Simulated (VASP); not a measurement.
# IrC (F-43m) in VASP: notebook

Runs on IrC. Level: r2SCAN+U. Tasks: single point.

Everything below comes from runs of VASP 6.6.1. Logs are shortened: lines on timing, memory, paths and dates and some standing lists are left out, and cuts for length are marked.

## (1) Starting point

It takes space group F-43m (No. 216, cubic). Conventional cell: a = 4.621 Å, b = 4.621 Å, c = 4.621 Å, α = 90.00°, β = 90.00°, γ = 90.00°. Around Ir (site symmetry -43m) lie 4 C at 2.00 Å. C (site symmetry -43m) has 4 Ir at 2.00 Å as nearest neighbours.

The cell was built by a generator and needn't be a form met in nature.

## (2) Single point, r2SCAN+U

File INCAR:

```
SYSTEM = IrC
ALGO = Normal
EDIFF = 1E-7
ENCUT = 520
ISIF = 2
ISMEAR = -1
LASPH = .True.
LCHARG = .True.
LDAU = .True.
LDAUJ = 0 0
LDAUL = 2 -1
LDAUPRINT = 1
LDAUTYPE = 2
LDAUU = 5 0
LELF = .True.
LMAXMIX = 4
LMIXTAU = .True.
LREAL = .False.
LVHAR = .True.
LWAVE = .False.
METAGGA = R2SCAN
NELM = 80
PREC = Accurate
SIGMA = 0.05
```

File KPOINTS:

```
k-points
0
Gamma
  10 10 10
  0 0 0
```

File POSCAR:

```
IrC
1.0
    0.0000000000      2.3104300000      2.3104300000
    2.3104300000      0.0000000000      2.3104300000
    2.3104300000      2.3104300000      0.0000000000
Ir C
1 1
Direct
    0.0000000000      0.0000000000      0.0000000000
    0.7500000000      0.7500000000      0.7500000000
```

Potentials or basis: VASP PAW PBE potentials, release 64 (Ir, C).

Started as:

```
> cat potpaw_PBE.64/Ir/POTCAR potpaw_PBE.64/C/POTCAR > POTCAR
> mpirun -np 1 vasp_std > vasp.out
```

OUTCAR:

```text
SYSTEM = IrC
   EDIFF = 1E-7
   ENCUT = 520
   ISIF = 2
   ISMEAR = -1
   LASPH = .True.
   LREAL = .False.
   METAGGA = R2SCAN
   NELM = 80
   PREC = Accurate

 ion  position               nearest neighbor table
   1  0.000  0.000  0.000-   2 2.00   2 2.00   2 2.00   2 2.00
   2  0.750  0.750  0.750-   1 2.00   1 2.00   1 2.00   1 2.00

  LATTYP: Found a face centered cubic cell.
 ALAT       =     4.6208600000

  Lattice vectors:

 A1 = (   0.0000000000,   2.3104300000,   2.3104300000)
 A2 = (   2.3104300000,   0.0000000000,   2.3104300000)
 A3 = (   2.3104300000,   2.3104300000,   0.0000000000)

Analysis of symmetry for initial positions (statically):
=====================================================================
 Subroutine PRICEL returns:
 Original cell was already a primitive cell.

 Routine SETGRP: Setting up the symmetry group for a
 face centered cubic supercell.

 Subroutine GETGRP returns: Found 24 space group operations
 (whereof 24 operations were pure point group operations)
 out of a pool of 48 trial point group operations.

The static configuration has the point symmetry T_d .

Analysis of symmetry for dynamics (positions and initial velocities):
=====================================================================
 Subroutine PRICEL returns:
 Original cell was already a primitive cell.

 Routine SETGRP: Setting up the symmetry group for a
 face centered cubic supercell.

 Subroutine GETGRP returns: Found 24 space group operations
 (whereof 24 operations were pure point group operations)
 out of a pool of 48 trial point group operations.

The dynamic configuration has the point symmetry T_d .

 Subroutine INISYM returns: Found 24 space group operations
 (whereof 24 operations are pure point group operations),
 and found     1 'primitive' translations

----------------------------------------------------------------------------------------

                                     Primitive cell

  volume of cell :      24.6666

  direct lattice vectors                    reciprocal lattice vectors
     0.000000000  2.310430000  2.310430000    -0.216409932  0.216409932  0.216409932
     2.310430000  0.000000000  2.310430000     0.216409932 -0.216409932  0.216409932
     2.310430000  2.310430000  0.000000000     0.216409932  0.216409932 -0.216409932

  length of vectors
     3.267441441  3.267441441  3.267441441     0.374832998  0.374832998  0.374832998

  position of ions in fractional coordinates (direct lattice)
     0.000000000  0.000000000  0.000000000
     0.750000000  0.750000000  0.750000000

  ion indices of the primitive-cell ions
   primitive index   ion index
                 1           1
                 2           2

----------------------------------------------------------------------------------------

 KPOINTS: k-points

Automatic generation of k-mesh.
 Grid dimensions read from file:
 generate k-points for:   10   10   10

 Generating k-lattice:

  Cartesian coordinates                     Fractional coordinates (reciprocal lattice)
    -0.021640993  0.021640993  0.021640993     0.100000000  0.000000000  0.000000000
     0.021640993 -0.021640993  0.021640993     0.000000000  0.100000000  0.000000000
     0.021640993  0.021640993 -0.021640993     0.000000000  0.000000000  0.100000000

  Length of vectors
     0.037483300  0.037483300  0.037483300

  Shift w.r.t. Gamma in fractional coordinates (k-lattice)
     0.000000000  0.000000000  0.000000000

 Subroutine IBZKPT returns following result:
 ===========================================

 Found     47 irreducible k-points:

[... 40 lines left out ...]
   LNONCOLLINEAR =      F non collinear calculations
   LSORBIT =      F    spin-orbit coupling
   LASPH  =      T    aspherical Exc in radial PAW
   ENCUT  =  520.0 eV  38.22 Ry    6.18 a.u.   6.08  6.08  6.08*2*pi/ulx,y,z
   NELM   =     80;   NELMIN=  2; NELMDL= -5     # of ELM steps
   EDIFF  = 0.1E-06   stopping-criterion for ELM
   LREAL  =      F    real-space projection
   EDIFFG = 0.1E-05   stopping-criterion for IOM
   NSW    =      0    number of steps for IOM
   IBRION =     -1    ionic relax: 0-MD 1-quasi-New 2-CG
   NFREE  =      0    steps in history (QN), initial steepest desc. (CG)
   ISIF   =      2    stress and relaxation
   ISYM   =      2    0-nonsym 1-usesym 2-fastsym
   POTIM  = 0.5000    time-step for ionic-motion
   TEBEG  =    0.0;   TEEND  =   0.0 temperature during run
   PSTRESS=    0.0 pullay stress
   NELECT =      13.0000    total number of electrons
   NUPDOWN=      -1.0000    fix difference up-down
   EMIN   =  10.00;   EMAX   =-10.00  energy-range for DOS
   EFERMI =   0.00;   METHOD = LEGACY
   ISMEAR =    -1;   SIGMA  =   0.05  broadening in eV -4-tet -1-fermi 0-gaus
   EFERMI_NEDOS =   21; number of points for ismear=-14 and -15
   IALGO  =     38    algorithm
   IMIX   =      4    mixing-type and parameters
     AMIX     =   0.40;   BMIX     =  1.00
     AMIX_MAG =   1.60;   BMIX_MAG =  1.00
  volume/ion in A,a.u.               =      12.33        83.23
  Fermi-wavevector in a.u.,A,eV,Ry     =   1.322370  2.498918 23.792013  1.748664
  Thomas-Fermi vector in A             =   2.452056
   LORBIT       =      0    0 simple, 1 ext, 2 COOP (PROOUT), +10 PAW based schemes
 LDA+U is selected, type is set to LDAUTYPE =  2
   angular momentum for each species LDAUL =     2   -1
   U (eV)           for each species LDAUU =   5.0  0.0
   J (eV)           for each species LDAUJ =   0.0  0.0
   METAGGA = R2SCAN    functional components
   LHFCALC =     F    Hartree Fock is set to
   AEXX    =    0.0000 exact exchange contribution
   IVDW    =     0    specifies the selected vdW correction
   LEPSILON=     F    determine dielectric tensor
   LRPA    =     F    only Hartree local field effects (RPA)
 non-spin polarized calculation
  energy-cutoff  :      520.00
  volume of cell :       24.67
 maximum number of plane-waves:       678
   NGX = 13   NGY = 13   NGZ = 13

atom =   1  type =  1  l = 2

 onsite density matrix

spin component  1

  0.7027  0.0000 -0.0000 -0.0000  0.0000
  0.0000  0.7027 -0.0000 -0.0000 -0.0000
 -0.0000 -0.0000  0.9124  0.0000 -0.0000
 -0.0000 -0.0000  0.0000  0.7027  0.0000
  0.0000 -0.0000 -0.0000  0.0000  0.9124

spin component  2

  0.7027  0.0000 -0.0000 -0.0000  0.0000
  0.0000  0.7027 -0.0000 -0.0000 -0.0000
 -0.0000 -0.0000  0.9124  0.0000 -0.0000
 -0.0000 -0.0000  0.0000  0.7027  0.0000
  0.0000 -0.0000 -0.0000  0.0000  0.9124

 occupancies and eigenvectors

  o =  0.7027  v =  0.0000 -0.9173  0.0000 -0.3981 -0.0000  0.0000  0.0000  0.0000  0.0000  0.0000      0.0000  0.0000  0.0000  0.0000  0.0000  0.0000  0.0000  0.0000  0.0000  0.0000
  o =  0.7027  v =  0.0000  0.0000  0.0000  0.0000  0.0000  0.0000 -0.9173  0.0000 -0.3981 -0.0000      0.0000  0.0000  0.0000  0.0000  0.0000  0.0000  0.0000  0.0000  0.0000  0.0000
  o =  0.7027  v =  0.0000 -0.3981  0.0000  0.9173 -0.0000  0.0000  0.0000  0.0000  0.0000  0.0000      0.0000  0.0000  0.0000  0.0000  0.0000  0.0000  0.0000  0.0000  0.0000  0.0000
  o =  0.7027  v =  0.0000  0.0000  0.0000  0.0000  0.0000  0.0000 -0.3981  0.0000  0.9173 -0.0000      0.0000  0.0000  0.0000  0.0000  0.0000  0.0000  0.0000  0.0000  0.0000  0.0000
  o =  0.7027  v =  1.0000  0.0000  0.0000  0.0000  0.0000  0.0000  0.0000  0.0000  0.0000  0.0000      0.0000  0.0000  0.0000  0.0000  0.0000  0.0000  0.0000  0.0000  0.0000  0.0000
  o =  0.7027  v =  0.0000  0.0000  0.0000  0.0000  0.0000  1.0000  0.0000  0.0000  0.0000  0.0000      0.0000  0.0000  0.0000  0.0000  0.0000  0.0000  0.0000  0.0000  0.0000  0.0000
  o =  0.9124  v =  0.0000  0.0000  0.0000  0.0000  0.0000  0.0000  0.0000  0.9824 -0.0000  0.1867      0.0000  0.0000  0.0000  0.0000  0.0000  0.0000  0.0000  0.0000  0.0000  0.0000
  o =  0.9124  v =  0.0000  0.0000  0.9824 -0.0000  0.1867  0.0000  0.0000  0.0000  0.0000  0.0000      0.0000  0.0000  0.0000  0.0000  0.0000  0.0000  0.0000  0.0000  0.0000  0.0000
  o =  0.9124  v =  0.0000  0.0000  0.0000  0.0000  0.0000  0.0000  0.0000  0.1867 -0.0000 -0.9824      0.0000  0.0000  0.0000  0.0000  0.0000  0.0000  0.0000  0.0000  0.0000  0.0000
  o =  0.9124  v =  0.0000  0.0000  0.1867 -0.0000 -0.9824  0.0000  0.0000  0.0000  0.0000  0.0000      0.0000  0.0000  0.0000  0.0000  0.0000  0.0000  0.0000  0.0000  0.0000  0.0000

 number of electron      13.0000000 magnetization

 Free energy of the ion-electron system (eV)
  ---------------------------------------------------
  ext. energy  EPLUGINS =         0.00000000
  ---------------------------------------------------
  free energy    TOTEN  =       -56.84576231 eV

  energy without entropy =      -56.83861715  energy(sigma->0) =      -56.84218973

 E-fermi :   6.7630     XC(G=0): -13.1970

 val. band max:        6.7005875451   @ k =   0.5000   0.2000   0.1000
 cond. band min:       6.7674860791   @ k =   0.5000   0.4000   0.1000
 fundamental gap:      0.0668985339
 Fermi energy:         6.7630400324

 k-point     1 :       0.0000    0.0000    0.0000
  band No.  band energies     occupation
      1      -7.7005      2.00000
      2      -0.2787      2.00000
      3      -0.2787      2.00000
      4      -0.2787      2.00000
      5       2.9706      2.00000
      6       2.9706      2.00000
      7      11.1551      0.00000
      8      13.5910      0.00000
      9      13.5910      0.00000
     10      13.5910      0.00000
[... 287 lines left out ...]
 k-point    24 :       0.4000    0.3000    0.0000
  band No.  band energies     occupation
      1      -5.8937      2.00000
      2      -1.4014      2.00000
      3       1.4978      2.00000
      4       1.6061      2.00000
      5       2.9560      2.00000
      6       3.8751      2.00000
      7       8.0821      0.00000
      8       9.4729      0.00000
      9      10.0804      0.00000
     10      16.1484      0.00000

 [... further k-points ...]

------------------------ aborting loop because EDIFF is reached ----------------------------------------

  FORCE on cell =-STRESS in cart. coord.  units (eV):
  Direction    XX          YY          ZZ          XY          YZ          ZX
  --------------------------------------------------------------------------------------
  -------------------------------------------------------------------------------------
  Total       -2.2819816     -2.2819816     -2.2819816     -0.0000000      0.0000000      0.0000000
  in kB     -148.2225473   -148.2225473   -148.2225473     -0.0000000      0.0000000      0.0000000
  external PRESSURE =    -148.2225473 kB  Pullay stress =       0.0000000 kB

 VOLUME and BASIS-vectors are now :
 -----------------------------------------------------------------------------
  energy-cutoff  :      520.00
  volume of cell :       24.67
      direct lattice vectors                 reciprocal lattice vectors
     0.000000000  2.310430000  2.310430000    -0.216409932  0.216409932  0.216409932
     2.310430000  0.000000000  2.310430000     0.216409932 -0.216409932  0.216409932
     2.310430000  2.310430000  0.000000000     0.216409932  0.216409932 -0.216409932

 POSITION                                       TOTAL-FORCE (eV/Angst)
 -----------------------------------------------------------------------------------
      0.00000      0.00000      0.00000         0.000000      0.000000      0.000000
      3.46565      3.46565      3.46565        -0.000000     -0.000000     -0.000000
 -----------------------------------------------------------------------------------
    total drift:                               -0.000000     -0.000000     -0.000000

  FREE ENERGIE OF THE ION-ELECTRON SYSTEM (eV)
  ---------------------------------------------------
  free  energy   TOTEN  =       -56.8457623051 eV

  energy  without entropy=      -56.8386171518  energy(sigma->0) =      -56.84218973
```

Run time: 24 s. Hardware: 1 thread of Intel Xeon 6975P-C (Granite Rapids), shared host; peak memory 0.15 GiB.

What came out:

```yaml
Free_energy: -56.8458 eV
Pressure: -14.8 GPa
Band_gap_on_the_k_mesh: none (metal or under the smearing width)
```

Levels at points of the mesh, in eV from the Fermi level:
```tsv
k point	band 3	band 4	band 5	band 6	band 7	band 8	band 9	band 10
(0.00, 0.00, 0.00)	-7.04	-7.04	-3.79	-3.79	4.39	6.83	6.83	6.83
(0.50, 0.00, 0.00)	-6.63	-5.79	-2.80	-2.80	-0.83	4.20	4.20	7.69
(0.50, 0.50, 0.00)	-4.00	-4.00	-2.80	-2.72	-0.51	1.03	1.03	11.10
```

Eigenvalues of the final occupation matrices:
| site | spin | trace | eigenvalues |
| --- | --- | --- | --- |
| site 1 d | 1 | 3.93 | 0.70 0.70 0.70 0.91 0.91 |
| site 1 d | 2 | 3.93 | 0.70 0.70 0.70 0.91 0.91 |

Caveat: the PAW data sets were made with another functional, which shifts forces and pressure a little; U without spin polarisation on a metal has little footing; the U is typed as a test and isn't derived for this compound. The run has no spin-orbit coupling, so splittings on Ir are missing.

## (3) Single point, r2SCAN+U

INCAR: that of step 2 with these lines changed.

```diff
@@ -13,3 +13,3 @@
 LDAUTYPE = 2
-LDAUU = 5 0
+LDAUU = 6 0
 LELF = .True.
```

KPOINTS is that of step 2.

POSCAR is that of step 2.

Potentials or basis: VASP PAW PBE potentials, release 64 (Ir, C).

Started as:

```
> cat potpaw_PBE.64/Ir/POTCAR potpaw_PBE.64/C/POTCAR > POTCAR
> mpirun -np 1 vasp_std > vasp.out
```

OUTCAR:

```text
SYSTEM = IrC
   EDIFF = 1E-7
   ENCUT = 520
   ISIF = 2
   ISMEAR = -1
   LASPH = .True.
   LREAL = .False.
   METAGGA = R2SCAN
   NELM = 80
   PREC = Accurate

 ion  position               nearest neighbor table
   1  0.000  0.000  0.000-   2 2.00   2 2.00   2 2.00   2 2.00
   2  0.750  0.750  0.750-   1 2.00   1 2.00   1 2.00   1 2.00

  LATTYP: Found a face centered cubic cell.
 ALAT       =     4.6208600000

  Lattice vectors:

 A1 = (   0.0000000000,   2.3104300000,   2.3104300000)
 A2 = (   2.3104300000,   0.0000000000,   2.3104300000)
 A3 = (   2.3104300000,   2.3104300000,   0.0000000000)

Analysis of symmetry for initial positions (statically):
=====================================================================
 Subroutine PRICEL returns:
 Original cell was already a primitive cell.

 Routine SETGRP: Setting up the symmetry group for a
 face centered cubic supercell.

 Subroutine GETGRP returns: Found 24 space group operations
 (whereof 24 operations were pure point group operations)
 out of a pool of 48 trial point group operations.

The static configuration has the point symmetry T_d .
[... 206 lines left out ...]
  band No.  band energies     occupation
      1      -7.7360      2.00000
      2      -0.4878      2.00000
      3      -0.4878      2.00000
      4      -0.4878      2.00000
      5       2.3577      2.00000
      6       2.3577      2.00000
      7      11.1347      0.00000
      8      13.4392      0.00000
      9      13.4392      0.00000
     10      13.4392      0.00000
[... 287 lines left out ...]
 k-point    24 :       0.4000    0.3000    0.0000
  band No.  band energies     occupation
      1      -6.0069      2.00000
      2      -1.7044      2.00000
      3       1.2894      2.00000
      4       1.3807      2.00000
      5       2.6573      2.00000
      6       3.2963      2.00000
      7       7.9502      0.00000
      8       9.3443      0.00000
      9       9.8948      0.00000
     10      16.0631      0.00000

 [... further k-points ...]

------------------------ aborting loop because EDIFF is reached ----------------------------------------

  FORCE on cell =-STRESS in cart. coord.  units (eV):
  Direction    XX          YY          ZZ          XY          YZ          ZX
  --------------------------------------------------------------------------------------
  -------------------------------------------------------------------------------------
  Total       -2.9566117     -2.9566117     -2.9566117     -0.0000000      0.0000000     -0.0000000
  in kB     -192.0420940   -192.0420940   -192.0420940     -0.0000000      0.0000000     -0.0000000
  external PRESSURE =    -192.0420940 kB  Pullay stress =       0.0000000 kB

 VOLUME and BASIS-vectors are now :
 -----------------------------------------------------------------------------
  energy-cutoff  :      520.00
  volume of cell :       24.67
      direct lattice vectors                 reciprocal lattice vectors
     0.000000000  2.310430000  2.310430000    -0.216409932  0.216409932  0.216409932
     2.310430000  0.000000000  2.310430000     0.216409932 -0.216409932  0.216409932
     2.310430000  2.310430000  0.000000000     0.216409932  0.216409932 -0.216409932

 POSITION                                       TOTAL-FORCE (eV/Angst)
 -----------------------------------------------------------------------------------
      0.00000      0.00000      0.00000         0.000000      0.000000      0.000000
      3.46565      3.46565      3.46565         0.000000     -0.000000     -0.000000
 -----------------------------------------------------------------------------------
    total drift:                               -0.000000     -0.000000     -0.000000

  FREE ENERGIE OF THE ION-ELECTRON SYSTEM (eV)
  ---------------------------------------------------
  free  energy   TOTEN  =       -56.0954528111 eV

  energy  without entropy=      -56.0892435517  energy(sigma->0) =      -56.09234818
```

Wall time 28 s (1 thread of Intel Xeon 6975P-C (Granite Rapids), shared host); peak memory 0.15 GiB.

Results:

| Item | Value |
| --- | --- |
| Free energy | -56.0955 eV |
| Pressure | -19.2 GPa |
| Band gap on the k mesh | none (metal or under the smearing width) |

Levels at points of the mesh, in eV from the Fermi level:
```tsv
k point	band 4	band 5	band 6	band 7	band 8	band 9
(0.00, 0.00, 0.00)	-7.10	-4.25	-4.25	4.52	6.83	6.83
(0.50, 0.00, 0.00)	-5.67	-3.12	-3.12	-0.86	4.23	4.23
(0.50, 0.50, 0.00)	-4.03	-3.19	-2.75	-0.63	1.06	1.06
```

Eigenvalues of the final occupation matrices:
```
    site  spin  trace               eigenvalues
site 1 d     1   4.04  0.71 0.71 0.71 0.95 0.95
site 1 d     2   4.04  0.71 0.71 0.71 0.95 0.95
```

Caveat: the PAW data sets were made with another functional, which shifts forces and pressure a little; U without spin polarisation on a metal has little footing; the U is typed as a test and isn't derived for this compound. Spin-orbit coupling is left out, which matters for the levels of Ir.

## (4) The reference run

An earlier run on the cell as given: functional PBE; potentials or basis VASP PAW PBE potentials, release 64 (Ir, C); cutoff 520 eV; k mesh 10 × 10 × 10; occupations fermi-dirac, width 0.05 eV; no spin polarisation.

- Pressure: 2.0 GPa
- Band gap on the k mesh: none (metal or under the smearing width)

## (5) The runs side by side

| level | U | gap on the mesh (eV) | pressure (GPa) |
| --- | --- | --- | --- |
| r2SCAN+U | Ir d U = 5 eV | none | -14.8 |
| r2SCAN+U | Ir d U = 6 eV | none | -19.2 |
| PBE | - | none | 2.0 |

Alike in all rows: task single point; potentials or basis VASP PAW PBE potentials, release 64 (Ir, C); no spin polarisation; cell as given; k mesh 10 × 10 × 10; cutoff (eV) 520; smearing fermi-dirac 0.05 eV.

Every run on the cell as given and a fine mesh finds a metal. The pressure there spans -19.2 GPa (r2SCAN+U) to 2.0 GPa (PBE); a positive pressure means that this level wants a larger cell, a negative one a smaller.

Caveats: the PAW data sets were made with another functional, which shifts forces and pressure a little (some runs); U without spin polarisation on a metal has little footing (some runs); the U is typed as a test and isn't derived for this compound (some runs).

Absolute energies hang on the potentials; compare differences alone.
